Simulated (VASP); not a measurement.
HgTe (relaxed from the NiAs type structure, space group P6_3/mmc): computed properties

Calculation: PBEsol GGA, VASP's PBE PAW potentials (set 64) (plane waves; VASP).

```json
{
  "space_group": "P6_3/mmc (194)",
  "cell": "a = b = 4.172 Å, c = 7.317 Å, α = β = 90.00°, γ = 120.00°",
  "volume_per_atom": "27.58 Å³/atom",
  "band gap (over mesh and band path)": "none (metal, semimetal or under 0.01 eV)",
  "density": "9.88 g/cm³"
}
```

```cif
data_Hg2Te2
_chemical_formula_sum 'Hg2 Te2'
_space_group_name_H-M_alt 'P 1'
_space_group_IT_number 1
_cell_length_a 4.17224
_cell_length_b 4.17224
_cell_length_c 7.31746
_cell_angle_alpha 90.000
_cell_angle_beta 90.000
_cell_angle_gamma 120.000
loop_
_space_group_symop_operation_xyz
  'x, y, z'
loop_
_atom_site_label
_atom_site_type_symbol
_atom_site_fract_x
_atom_site_fract_y
_atom_site_fract_z
_atom_site_occupancy
Hg1 Hg 0.00000 0.00000 0.00000 1
Hg2 Hg 0.00000 0.00000 0.50000 1
Te1 Te 0.33333 0.66667 0.25000 1
Te2 Te 0.66667 0.33333 0.75000 1
```

Unless said otherwise, spin-orbit coupling is left out, though it shifts the bands of the heavy elements here.

The structure was generated: HgTe was put into the NiAs type type (P6_3/mmc), which need not be its known phase. It was relaxed first, which changed the volume by +15 %. Symmetry was kept, so distortions that lower it aren't found.
